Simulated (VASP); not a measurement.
Output of a VASP run:

OSZICAR:
```
       N       E                     dE             d eps       ncg     rms          rms(c)
DAV:   1     0.789856023590E+02    0.78986E+02   -0.13261E+04  6080   0.250E+03
DAV:   2    -0.172950129892E+02   -0.96281E+02   -0.95305E+02  6024   0.309E+02
DAV:   3    -0.201390078529E+02   -0.28440E+01   -0.28394E+01  7256   0.658E+01
DAV:   4    -0.201473715470E+02   -0.83637E-02   -0.83627E-02  7104   0.361E+00
DAV:   5    -0.201473845932E+02   -0.13046E-04   -0.13045E-04  7224   0.118E-01    0.484E+00
DAV:   6    -0.175854815704E+02    0.25619E+01   -0.28307E+00  5952   0.378E+01    0.462E+00
DAV:   7    -0.170435446710E+02    0.54194E+00   -0.25052E-01  6944   0.998E+00    0.238E+00
DAV:   8    -0.171130049808E+02   -0.69460E-01   -0.99050E-02  6680   0.391E+00    0.376E-01
DAV:   9    -0.171197891994E+02   -0.67842E-02   -0.26428E-02  6184   0.187E+00    0.164E-01
DAV:  10    -0.171200681030E+02   -0.27890E-03   -0.11846E-02  7600   0.202E+00    0.102E-01
DAV:  11    -0.171209216290E+02   -0.85353E-03   -0.12929E-02  6304   0.842E-01    0.788E-02
DAV:  12    -0.171207221021E+02    0.19953E-03   -0.65466E-04  6392   0.273E-01    0.970E-02
DAV:  13    -0.171224522498E+02   -0.17301E-02   -0.85926E-04  6312   0.384E-01    0.167E-02
DAV:  14    -0.171228118842E+02   -0.35963E-03   -0.19992E-04  6592   0.144E-01    0.105E-02
DAV:  15    -0.171228097471E+02    0.21372E-05   -0.40145E-05  6984   0.781E-02    0.735E-03
DAV:  16    -0.171228121445E+02   -0.23974E-05   -0.94811E-07  6744   0.129E-02    0.652E-03
DAV:  17    -0.171228039556E+02    0.81888E-05   -0.24834E-06  6584   0.223E-02    0.225E-03
DAV:  18    -0.171228043559E+02   -0.40030E-06   -0.31594E-07  4992   0.733E-03    0.477E-04
DAV:  19    -0.171228043760E+02   -0.20033E-07   -0.17934E-08  3616   0.193E-03
   1 F= -.17122804E+02 E0= -.17122804E+02  d E =0.000000E+00
       N       E                     dE             ncg
```

### OUTCAR
```
------------------------ aborting loop because EDIFF is reached ----------------------------------------
  FORCE on cell =-STRESS in cart. coord.  units (eV):
  Direction    XX          YY          ZZ          XY          YZ          ZX
  --------------------------------------------------------------------------------------
  Total       -0.0231117     -0.0231117      0.0472993      0.0000000      0.0000000      0.0000000
  in kB       -1.3153950     -1.3153955      2.6920272      0.0000000      0.0000000      0.0000000
  external PRESSURE =       0.0204122 kB  Pullay stress =       0.0000000 kB
  volume of cell :       28.15
      direct lattice vectors                 reciprocal lattice vectors
     1.322662142 -2.290918449  0.000000000     0.378025487 -0.218253077  0.000000000
     1.322662142  2.290918449  0.000000000     0.378025487  0.218253077  0.000000000
     0.000000000  0.000000000  4.645126040     0.000000000  0.000000000  0.215279411
 POSITION                                       TOTAL-FORCE (eV/Angst)
 -----------------------------------------------------------------------------------
      1.32266      0.76364      1.16128         0.000000      0.000000      0.000000
      1.32266     -0.76364      3.48384         0.000000     -0.000000      0.000000
 -----------------------------------------------------------------------------------
    total drift:                                0.000013      0.000062      0.000005
  FREE ENERGIE OF THE ION-ELECTRON SYSTEM (eV)
  ---------------------------------------------------
  free  energy   TOTEN  =       -17.1228043760 eV

  energy  without entropy=      -17.1228043760  energy(sigma->0) =      -17.12280438

 total charge

# of ion       s       p       d       tot
------------------------------------------
    1        0.584   0.511   9.734  10.828
    2        0.584   0.511   9.734  10.828
--------------------------------------------------
tot          1.167   1.022  19.468  21.657
```
(Selected blocks of OUTCAR.)

**POSCAR**
```
Zn
1
    1.3226621417    -2.2909184486     0.0000000000
    1.3226621417     2.2909184486     0.0000000000
    0.0000000000     0.0000000000     4.6451260399
Zn
2
Direct
  0.3333330000   0.6666670000   0.2500000000
  0.6666670000   0.3333330000   0.7500000000
```

Task: Write an INCAR and KPOINTS that could have produced this output.

Result: Several could match; the one computed here: the input of the run itself, r2SCAN+rVV10, plane waves, VASP's PBE PAW potentials (set 64).

File KPOINTS_OPT:
```
k-points along high-symmetry lines
6
Line-mode
Reciprocal
  0.000000   0.000000   0.000000 ! GAMMA
 -0.000000   0.500000   0.000000 ! M

 -0.000000   0.500000   0.000000 ! M
 -0.333333   0.666667   0.000000 ! K

 -0.333333   0.666667   0.000000 ! K
  0.000000   0.000000   0.000000 ! GAMMA

  0.000000   0.000000   0.000000 ! GAMMA
  0.000000   0.000000   0.500000 ! A

  0.000000   0.000000   0.500000 ! A
 -0.000000   0.500000   0.500000 ! L

 -0.000000   0.500000   0.500000 ! L
 -0.333333   0.666667   0.500000 ! H

 -0.333333   0.666667   0.500000 ! H
  0.000000   0.000000   0.500000 ! A

 -0.000000   0.500000   0.500000 ! L
 -0.000000   0.500000   0.000000 ! M

 -0.333333   0.666667   0.500000 ! H
 -0.333333   0.666667   0.000000 ! K
```

KPOINTS:
```
Automatic
0
gamma
  18 18 9
```

INCAR:
```
# general
SYSTEM    =  Zn
PREC      =  Accurate
ENCUT     =  520
LREAL     =  F
LASPH     =  T

# electronic loop
EDIFF     =  1E-7
NELM      =  100
ALGO      =  Normal
LMAXMIX   =  4
LMIXTAU   =  T

# smearing
ISMEAR    =  -5

# functional
METAGGA   =  R2SCAN
LUSE_VDW  =  T
BPARAM    =  11.95
CPARAM    =  0.0093

# ions
ISIF      =  2

# output
LWAVE     =  F
LCHARG    =  F
LORBIT    =  11
NEDOS     =  601
```

POTCAR, in this order: Zn (PBE.64 set). Program: vasp_std.

For a metal the tetrahedron method with Blöchl corrections gives inexact stress and forces.

The compound is Zn in the hcp structure. It was relaxed first, which changed the volume by -7 %.
